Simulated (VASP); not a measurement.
Input:

```
NaI
1.0
    0.00000     3.20512     3.20512
    3.20512     0.00000     3.20512
    3.20512     3.20512     0.00000
Na I
1 1
Direct
  0.00000   0.00000   0.00000
  0.50000   0.50000   0.50000
```

The numbers are results of PBE GGA with D3 dispersion (zero damping), VASP's PBE PAW potentials (set 64) (plane waves; VASP 6.6.1), not measurements. Numerical set-up: 520 eV cut-off, 7×7×7 Γ-centred mesh, Gaussian smearing of 0.050 eV, potentials Na_pv I.

Task: Give the energy at these volumes per atom, relative to the lowest: 30.97, 31.96, 32.95, 33.94, 34.93 Å³.

Result: 7.0, 1.6, 0.0, 1.5, 5.6 meV/atom. A third-order Birch-Murnaghan fit gives B0 = 16.9 GPa and B0′ = 5.5.

The compound is NaI in the rock salt structure. It was relaxed first.
